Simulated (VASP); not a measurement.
# KRb3 (Pm-3m) in VASP: a series of runs, part 2 of 2

VASP 6.6.1.

### 3 Single point, LDA

This run uses another cell than the first one, of 73.64 Å³/atom, 0.554 times its volume.

INCAR

```
PREC = Accurate
ENCUT = 520
EDIFF = 1E-6
ISMEAR = -1
SIGMA = 0.05
LREAL = False
LASPH = True
NELM = 100
ALGO = Fast
ISIF = 2
LWAVE = False
LCHARG = False
GGA = CA
NBANDS = 26
```

KPOINTS

```
Automatic mesh
0
Gamma
  3 3 3
```

POSCAR

```
KRb3
1.0
    6.6534955900      0.0000000000      0.0000000000
    0.0000000000      6.6534955900      0.0000000000
    0.0000000000      0.0000000000      6.6534955900
K Rb
1 3
Direct
    0.0000000000      0.0000000000      0.0000000000
    0.0000000000      0.5000000000      0.5000000000
    0.5000000000      0.0000000000      0.5000000000
    0.5000000000      0.5000000000      0.0000000000
```

Potentials or basis: VASP PAW LDA potentials, release 64 (K_sv, Rb_sv).

Command:

```console
> cat potpaw_LDA.64/K_sv/POTCAR potpaw_LDA.64/Rb_sv/POTCAR > POTCAR
> mpirun -np 1 vasp_std > vasp.out
```

OUTCAR:

```text
PREC = Accurate
   ENCUT = 520
   EDIFF = 1E-6
   ISMEAR = -1
   LREAL = False
   LASPH = True
   NELM = 100
   ISIF = 2
   GGA = CA

 ion  position               nearest neighbor table
   1  0.000  0.000  0.000-   2 4.70   3 4.70   4 4.70   2 4.70   3 4.70   2 4.70   4 4.70   2 4.70
                             3 4.70   4 4.70   3 4.70   4 4.70
   2  0.000  0.500  0.500-   1 4.70   3 4.70   4 4.70   1 4.70   4 4.70   1 4.70   3 4.70   1 4.70
                             3 4.70   4 4.70   4 4.70   3 4.70
   3  0.500  0.000  0.500-   1 4.70   2 4.70   4 4.70   1 4.70   4 4.70   2 4.70   4 4.70   4 4.70
                             1 4.70   2 4.70   1 4.70   2 4.70
   4  0.500  0.500  0.000-   1 4.70   2 4.70   3 4.70   2 4.70   3 4.70   1 4.70   3 4.70   3 4.70
                             1 4.70   2 4.70   2 4.70   1 4.70

  LATTYP: Found a simple cubic cell.
 ALAT       =     6.6534955900

  Lattice vectors:

 A1 = (   6.6534955900,   0.0000000000,   0.0000000000)
 A2 = (   0.0000000000,   6.6534955900,   0.0000000000)
 A3 = (   0.0000000000,   0.0000000000,   6.6534955900)

Analysis of symmetry for initial positions (statically):
=====================================================================
 Subroutine PRICEL returns:
 Original cell was already a primitive cell.

 Routine SETGRP: Setting up the symmetry group for a
 simple cubic supercell.

 Subroutine GETGRP returns: Found 48 space group operations
 (whereof 48 operations were pure point group operations)
 out of a pool of 48 trial point group operations.

The static configuration has the point symmetry O_h .

Analysis of symmetry for dynamics (positions and initial velocities):
=====================================================================
 Subroutine PRICEL returns:
 Original cell was already a primitive cell.

 Routine SETGRP: Setting up the symmetry group for a
 simple cubic supercell.

 Subroutine GETGRP returns: Found 48 space group operations
 (whereof 48 operations were pure point group operations)
 out of a pool of 48 trial point group operations.

The dynamic configuration has the point symmetry O_h .

 Subroutine INISYM returns: Found 48 space group operations
 (whereof 48 operations are pure point group operations),
 and found     1 'primitive' translations

----------------------------------------------------------------------------------------

                                     Primitive cell

  volume of cell :     294.5436

  direct lattice vectors                    reciprocal lattice vectors
     6.653495590  0.000000000  0.000000000     0.150296936  0.000000000  0.000000000
     0.000000000  6.653495590  0.000000000     0.000000000  0.150296936  0.000000000
     0.000000000  0.000000000  6.653495590     0.000000000  0.000000000  0.150296936

  length of vectors
     6.653495590  6.653495590  6.653495590     0.150296936  0.150296936  0.150296936

  position of ions in fractional coordinates (direct lattice)
     0.000000000  0.000000000  0.000000000
     0.000000000  0.500000000  0.500000000
     0.500000000  0.000000000  0.500000000
     0.500000000  0.500000000  0.000000000

  ion indices of the primitive-cell ions
   primitive index   ion index
                 1           1
                 2           2
                 3           3
                 4           4
[... 21 lines left out ...]

 Subroutine IBZKPT returns following result:
 ===========================================

 Found      4 irreducible k-points:

 Following reciprocal coordinates:
            Coordinates               Weight
  0.000000  0.000000  0.000000      1.000000
  0.333333  0.000000  0.000000      6.000000
  0.333333  0.333333  0.000000     12.000000
  0.333333  0.333333  0.333333      8.000000
   k-points           NKPTS =      4   k-points in BZ     NKDIM =      4   number of bands    NBANDS=     26
   number of dos      NEDOS =    301   number of ions     NIONS =      4
   total plane-waves  NPLWV = 125000
   dimension x,y,z NGX =    50 NGY =   50 NGZ =   50
   dimension x,y,z NGXF=   100 NGYF=  100 NGZF=  100
   ions per type =               1   3
   NGX,Y,Z   is equivalent  to a cutoff of  12.49, 12.49, 12.49 a.u.
   NGXF,Y,Z  is equivalent  to a cutoff of  24.99, 24.99, 24.99 a.u.
 SYSTEM =  unknown system
   PREC   = accura    normal or accurate (medium, high low for compatibility)
   ISTART =      0    job   : 0-new  1-cont  2-samecut
   ICHARG =      2    charge: 1-file 2-atom 10-const
   ISPIN  =      1    spin polarized calculation?
   LNONCOLLINEAR =      F non collinear calculations
   LSORBIT =      F    spin-orbit coupling
   LASPH  =      T    aspherical Exc in radial PAW
   ENCUT  =  520.0 eV  38.22 Ry    6.18 a.u.  12.37 12.37 12.37*2*pi/ulx,y,z
   NELM   =    100;   NELMIN=  2; NELMDL= -5     # of ELM steps
   EDIFF  = 0.1E-05   stopping-criterion for ELM
   LREAL  =      F    real-space projection
   EDIFFG = 0.1E-04   stopping-criterion for IOM
   NSW    =      0    number of steps for IOM
   IBRION =     -1    ionic relax: 0-MD 1-quasi-New 2-CG
   NFREE  =      0    steps in history (QN), initial steepest desc. (CG)
   ISIF   =      2    stress and relaxation
   ISYM   =      2    0-nonsym 1-usesym 2-fastsym
   POTIM  = 0.5000    time-step for ionic-motion
   TEBEG  =    0.0;   TEEND  =   0.0 temperature during run
   PSTRESS=    0.0 pullay stress
   NELECT =      36.0000    total number of electrons
   NUPDOWN=      -1.0000    fix difference up-down
   EMIN   =  10.00;   EMAX   =-10.00  energy-range for DOS
   EFERMI =   0.00;   METHOD = LEGACY
   ISMEAR =    -1;   SIGMA  =   0.05  broadening in eV -4-tet -1-fermi 0-gaus
   EFERMI_NEDOS =   21; number of points for ismear=-14 and -15
   IALGO  =     68    algorithm
   IMIX   =      4    mixing-type and parameters
     AMIX     =   0.40;   BMIX     =  1.00
     AMIX_MAG =   1.60;   BMIX_MAG =  1.00
  volume/ion in A,a.u.               =      73.64       496.92
  Fermi-wavevector in a.u.,A,eV,Ry     =   0.812442  1.535293  8.980693  0.660062
  Thomas-Fermi vector in A             =   1.921986
   LORBIT       =      0    0 simple, 1 ext, 2 COOP (PROOUT), +10 PAW based schemes
   GGA     = CA    functional components
   LHFCALC =     F    Hartree Fock is set to
   AEXX    =    0.0000 exact exchange contribution
   IVDW    =     0    specifies the selected vdW correction
   LEPSILON=     F    determine dielectric tensor
   LRPA    =     F    only Hartree local field effects (RPA)
 non-spin polarized calculation
 RMM-DIIS sequential band-by-band and
  energy-cutoff  :      520.00
  volume of cell :      294.54
 maximum number of plane-waves:      8025
 NGX is ok and might be reduce to    50
   NGX = 25   NGY = 25   NGZ = 25

 number of electron      35.9999999 magnetization

 Free energy of the ion-electron system (eV)
  ---------------------------------------------------
  ext. energy  EPLUGINS =         0.00000000
  ---------------------------------------------------
  free energy    TOTEN  =        -4.21834922 eV

  energy without entropy =       -4.17388916  energy(sigma->0) =       -4.19611919

 E-fermi :   0.1027     XC(G=0):  -6.1529

 val. band max:        0.0276364183   @ k =   0.3333   0.3333   0.0000
 cond. band min:       0.2664509924   @ k =   0.3333   0.3333   0.3333
 fundamental gap:      0.2388145741
 Fermi energy:         0.1026891870

 k-point     1 :       0.0000    0.0000    0.0000
  band No.  band energies     occupation
      1     -31.6747      2.00000
      2     -28.5437      2.00000
      3     -28.5330      2.00000
      4     -28.5330      2.00000
      5     -15.3939      2.00000
      6     -15.3939      2.00000
[... 105 lines left out ...]
     25       3.0357      0.00000
     26       3.0366      0.00000

------------------------ aborting loop because EDIFF is reached ----------------------------------------

  FORCE on cell =-STRESS in cart. coord.  units (eV):
  Direction    XX          YY          ZZ          XY          YZ          ZX
  --------------------------------------------------------------------------------------
  -------------------------------------------------------------------------------------
  Total        0.1776121      0.1776121      0.1776121      0.0000000      0.0000000      0.0000000
  in kB        0.9661255      0.9661255      0.9661255      0.0000000      0.0000000      0.0000000
  external PRESSURE =       0.9661255 kB  Pullay stress =       0.0000000 kB

 VOLUME and BASIS-vectors are now :
 -----------------------------------------------------------------------------
  energy-cutoff  :      520.00
  volume of cell :      294.54
      direct lattice vectors                 reciprocal lattice vectors
     6.653495590  0.000000000  0.000000000     0.150296936  0.000000000  0.000000000
     0.000000000  6.653495590  0.000000000     0.000000000  0.150296936  0.000000000
     0.000000000  0.000000000  6.653495590     0.000000000  0.000000000  0.150296936

 POSITION                                       TOTAL-FORCE (eV/Angst)
 -----------------------------------------------------------------------------------
      0.00000      0.00000      0.00000         0.000000      0.000000      0.000000
      0.00000      3.32675      3.32675         0.000000      0.000000      0.000000
      3.32675      0.00000      3.32675         0.000000      0.000000      0.000000
      3.32675      3.32675      0.00000         0.000000      0.000000      0.000000
 -----------------------------------------------------------------------------------
    total drift:                                0.000000      0.000000      0.000000

  FREE ENERGIE OF THE ION-ELECTRON SYSTEM (eV)
  ---------------------------------------------------
  free  energy   TOTEN  =        -4.2183492234 eV

  energy  without entropy=       -4.1738891624  energy(sigma->0) =       -4.19611919
```

stdout:

```text
POSCAR found type information on POSCAR K Rb
 POSCAR found :  2 types and       4 ions
 scaLAPACK will be used
 LDA part: xc-table for (Slater(with rela. corr.)+CA(PZ))
 , standard interpolation
 POSCAR, INCAR and KPOINTS ok, starting setup
 FFT: planning ... GRIDC
 FFT: planning ... GRID_SOFT
 FFT: planning ... GRID
 WAVECAR not read
 entering main loop
```

Run time: 30 s. Hardware: 1 thread of Intel Xeon 6975P-C (Granite Rapids), shared host; peak memory 0.26 GiB.

Results:

```yaml
Free_energy: -4.2183 eV
Pressure: 0.1 GPa
Band_gap_on_the_k_mesh: none (metal or under the smearing width)
```
